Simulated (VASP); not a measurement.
Calculation: LDA (Ceperley-Alder, Perdew-Zunger), VASP's LDA PAW potentials (set 64) (plane waves; VASP).

A VASP calculation is set up with these files.

File POSCAR:
```
KMgF3
1.0
  3.6970323989   0.0000000000   0.0000000000
  0.0000000000   3.6970323989   0.0000000000
  0.0000000000   0.0000000000   3.6970323989
K Mg F
1 1 3
direct
  0.0000000000   0.0000000000   0.0000000000
  0.5000000000   0.5000000000   0.5000000000
  0.5000000000   0.0000000000   0.5000000000
  0.0000000000   0.5000000000   0.5000000000
  0.5000000000   0.5000000000   0.0000000000
```

**INCAR**
```
ALGO  =  Normal
EDIFF  =  1E-6
EDIFFG  =  -0.02
ENCUT  =  620
IBRION  =  2
ISIF  =  3
ISMEAR  =  0
LASPH  =  T
LCHARG  =  F
LREAL  =  F
LWAVE  =  F
NELM  =  100
NSW  =  40
PREC  =  Accurate
PSTRESS  =  300
SIGMA  =  0.05
SYSTEM  =  KMgF3
```

KPOINTS:
```
Automatic mesh
0
Gamma
6 6 6
0 0 0
```

POTCAR, in this order: K_sv Mg F (LDA.64 set). Program: vasp_std.

Energy and stress use the plane-wave basis of the starting cell.

What does the run give for the energy per atom (σ→0), volume per atom, band gap (on the k-mesh)?

The energy per atom (σ→0) comes out as -5.254 eV/atom. The band gap (on the k-mesh) is 9.45 eV and the volume per atom comes out as 9.61 Å³/atom.

File OSZICAR:
```
...
DAV:   2    -0.263022529196E+02    0.45424E+00   -0.19093E+00   852   0.115E+01    0.116E+00
DAV:   3    -0.262720223755E+02    0.30231E-01   -0.53282E-02   976   0.231E+00    0.918E-01
DAV:   4    -0.262679017199E+02    0.41207E-02   -0.25278E-02  1352   0.881E-01    0.685E-01
DAV:   5    -0.262684668638E+02   -0.56514E-03   -0.10173E-03  1124   0.303E-01    0.226E-01
DAV:   6    -0.262682618272E+02    0.20504E-03   -0.17876E-03  1468   0.302E-01    0.157E-02
DAV:   7    -0.262682639298E+02   -0.21026E-05   -0.28107E-05   928   0.419E-02    0.831E-03
DAV:   8    -0.262682641896E+02   -0.25986E-06   -0.61446E-07   584   0.735E-03
   3 F= -.17273917E+02 E0= -.17273917E+02  d E =-.815481E-01
```

The compound is KMgF3 in the cubic perovskite structure. This run relaxes it under an external pressure of 30 GPa. Symmetry was kept, so distortions that lower it aren't found.
